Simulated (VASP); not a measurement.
WSi (relaxed from the NiAs type structure, space group P6_3/mmc): computed properties

The numbers are results of PBE GGA, VASP's PBE PAW potentials (set 64) (plane waves; VASP), not measurements.

```yaml
space_group: P6_3/mmc (194)
cell: a = b = 3.1436 Å, c = 7.0232 Å, α = β = 90.00°, γ = 120.00°
volume_per_atom: 15.03 Å^3/atom
band gap (over mesh and band path): none (metal, semimetal or under 0.01 eV)
density: 11.71 g/cm³
```

```cif
data_Si2W2
_chemical_formula_sum 'W2 Si2'
_space_group_name_H-M_alt 'P 1'
_space_group_IT_number 1
_cell_length_a 3.14360
_cell_length_b 3.14360
_cell_length_c 7.02315
_cell_angle_alpha 90.000
_cell_angle_beta 90.000
_cell_angle_gamma 120.000
loop_
_space_group_symop_operation_xyz
  'x, y, z'
loop_
_atom_site_label
_atom_site_type_symbol
_atom_site_fract_x
_atom_site_fract_y
_atom_site_fract_z
_atom_site_occupancy
W1 W 0.00000 0.00000 0.00000 1
W2 W 0.00000 0.00000 0.50000 1
Si1 Si 0.33333 0.66667 0.25000 1
Si2 Si 0.66667 0.33333 0.75000 1
```

Unless said otherwise, spin-orbit coupling is left out, though it shifts the bands of the heavy elements here.

The structure was generated: WSi was put into the NiAs type type (P6_3/mmc), which need not be its known phase. It was relaxed first, which changed the volume by -39 %. Symmetry was kept, so distortions that lower it aren't found.
